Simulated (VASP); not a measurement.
Set up this calculation in VASP 6.6.1, as the native input.

| Quantity | Value |
| --- | --- |
| Task | relaxation of the atoms |
| Functional | LDA |
| Potentials or basis | VASP PAW LDA potentials, release 64 (Na_pv, Cu, Se) |
| Cutoff | 520 eV |
| k mesh | 7 × 7 × 5 |
| Occupations | gaussian, width 0.05 eV |
| Spin | no spin polarisation |
| Further INCAR settings | ALGO = Fast; EDIFF = 1e-06; IBRION = 2; EDIFFG = -0.01; NSW = 40 |

The structure of NaCuSe2 lies in POSCAR:

```
NaCuSe2
1.0
    4.5983756200      0.0000000000      0.0000000000
   -2.2991878100      3.9823101000      0.0000000000
    0.0000000000      0.0000000000      5.8185674700
Na Cu Se
1 1 2
Direct
    0.0000000000      0.0000000000      0.5000000000
    0.0000000000      0.0000000000      0.0000000000
    0.3333333300      0.6666666700      0.5000000000
    0.6666666700      0.3333333300      0.5000000000
```

The cell was built by a generator and needn't be a form met in nature.

One way to write it, as run:

INCAR

```
  ALGO = Fast
  EDIFF = 1E-6
  EDIFFG = -0.01
  ENCUT = 520
  GGA = CA
  IBRION = 2
  ISIF = 2
  ISMEAR = 0
  LASPH = T
  LCHARG = F
  LREAL = F
  LWAVE = F
  NELM = 60
  NSW = 40
  PREC = Accurate
  SIGMA = 0.05
```

KPOINTS

```
k-points
0
Gamma
  7 7 5
```

Potentials or basis: VASP PAW LDA potentials, release 64 (Na_pv, Cu, Se).

The run is started by

```sh
$ cat potpaw_LDA.64/Na_pv/POTCAR potpaw_LDA.64/Cu/POTCAR potpaw_LDA.64/Se/POTCAR > POTCAR
$ mpirun -np 1 vasp_std > vasp.out
```

Results of the run:

```yaml
Pressure_after_relaxing: 3.6 GPa
Band_gap_on_the_k_mesh: none (metal or under the smearing width)
```

Caveat: the relaxation stopped at its first step, so nothing moved; the run has no spin polarisation, though such a crystal can be magnetic.

It took 75 s on 1 thread of Intel(R) Xeon(R) Platinum 8175M CPU @ 2.50GHz (Skylake/Cascade Lake), with other jobs on the host, peak memory 0.23 GiB.
